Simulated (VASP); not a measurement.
An input for Ansatz (written as the equivalent of a VASP run, and not itself run):

Ansatz 0.2 input:
```yaml
crystal:
  lattice:
    - [4.5947056, 0.0000000, 0.0000000]
    - [0.0000000, 4.5947056, 0.0000000]
    - [0.0000000, 0.0000000, 2.9437176]
  atoms:
    - { symbol: Ti, position: [0.0000000, 0.0000000, 0.0000000] }
    - { symbol: Ti, position: [0.5000000, 0.5000000, 0.5000000] }
    - { symbol: O, position: [0.3042739, 0.3042739, 1.0000000] }
    - { symbol: O, position: [0.8042739, 0.1957261, 0.5000000] }
    - { symbol: O, position: [0.1957261, 0.8042739, 0.5000000] }
    - { symbol: O, position: [0.6957261, 0.6957261, 0.0000000] }
kpoints:
  mp_grid: { grid: [5, 5, 7] }
hamiltonian:
  xc: r2scan
  pseudopotentials: { kind: paw }
scf:
  occupations: { method: gaussian, width: 0.05 }
  max_iter: 100
relax:
  max_steps: 60
  f_tol: 0.02
  cell: {}
output: { forces: true, stress: true, eigenvalues: true }
```

Q: Write the VASP files for the same calculation (r2SCAN).

A: One answer among several that fit: 
### POSCAR
```
TiO2
1.0
  4.5947056162   0.0000000000   0.0000000000
  0.0000000000   4.5947056162   0.0000000000
  0.0000000000   0.0000000000   2.9437175501
Ti O
2 4
Cart
  0.0000000000   0.0000000000   0.0000000000
  2.2973528081   2.2973528081   1.4718587751
  1.3980491419   1.3980491419   2.9437175501
  3.6954019500   0.8993036662   1.4718587751
  0.8993036662   3.6954019500   1.4718587751
  3.1966564743   3.1966564743   0.0000000000
```

### INCAR
```
SYSTEM = TiO2
PREC = Accurate
ENCUT = 520
EDIFF = 1E-6
NELM = 100
ALGO = Normal
LREAL = .FALSE.
LASPH = .TRUE.
ISMEAR = 0
SIGMA = 0.05
METAGGA = R2SCAN
LMIXTAU = .TRUE.
LMAXMIX = 4
LWAVE = .FALSE.
LCHARG = .FALSE.
IBRION = 2
ISIF = 3
NSW = 60
EDIFFG = -0.02
```

KPOINTS:
```
Automatic mesh
0
Gamma
5 5 7
0 0 0
```

POTCAR, in this order: Ti_sv O (PBE.64 set). Program: vasp_std.

What does not carry over: each code has its own PAW files, so the cut-off isn't converted (ENCUT is set for VASP's; basis.ecutwfc is left out, and Ansatz then takes the one that its files recommend); Ansatz stops its SCF on the density residual and VASP on the energy change (EDIFF).

The compound is TiO2 in the rutile structure. This run relaxes it. Symmetry was kept, so distortions that lower it aren't found. The start is the result of an earlier pass.
